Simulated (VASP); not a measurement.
LaB (relaxed from the wurtzite structure, space group P6_3mc): computed properties

The numbers are results of PBE GGA, VASP's PBE PAW potentials (set 64) (plane waves; VASP), not measurements.

```yaml
space_group: P6_3mc (186)
cell: a = b = 4.3141 Å, c = 6.7839 Å, α = β = 90.00°, γ = 120.00°
volume_per_atom: 27.34 Å³/atom
band gap (over mesh and band path): none (metal, semimetal or under 0.01 eV)
density: 4.55 g/cm³
```

```yaml
crystal:
  lattice:
    - [4.31412, 0.00000, 0.00000]
    - [-2.15706, 3.73614, 0.00000]
    - [0.00000, 0.00000, 6.78395]
  atoms:
    - { symbol: La, position: [0.33333, 0.66667, 0.99466] }
    - { symbol: La, position: [0.66667, 0.33333, 0.49466] }
    - { symbol: B, position: [0.33333, 0.66667, 0.38034] }
    - { symbol: B, position: [0.66667, 0.33333, 0.88034] }
```

The structure was generated: LaB was put into the wurtzite type (P6_3mc), which need not be its known phase. It was relaxed first, which changed the volume by -28 %. Symmetry was kept, so distortions that lower it aren't found.
